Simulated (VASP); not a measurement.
```
CELL_PARAMETERS angstrom
      0.00000     2.31000     2.31000
      2.31000     0.00000     2.31000
      2.31000     2.31000     0.00000
ATOMIC_POSITIONS crystal
  Li 0.25000 0.25000 0.25000
  Li 0.75000 0.75000 0.75000
  O  0.00000 0.00000 0.00000
```

All values below come from PBE GGA, VASP's PBE PAW potentials (set 64) (plane waves; VASP). Run with 400 eV cut-off, 8×8×8 Γ-centred mesh, Fermi-Dirac smearing of 0.020 eV, potentials Li_sv O.

At this cut-off the stress carries a Pulay error, which pulls relaxed volumes low.

Problem. Give the stress tensor in GPa (positive for a compressed cell).

Solution. 
```
-8.07   0.00   0.00
 0.00  -8.07   0.00
 0.00   0.00  -8.07
```
The pressure is its mean diagonal, -8.07 GPa.

The structure is a typed Li2O crystal (Fm-3m). The cell was not relaxed at this level.
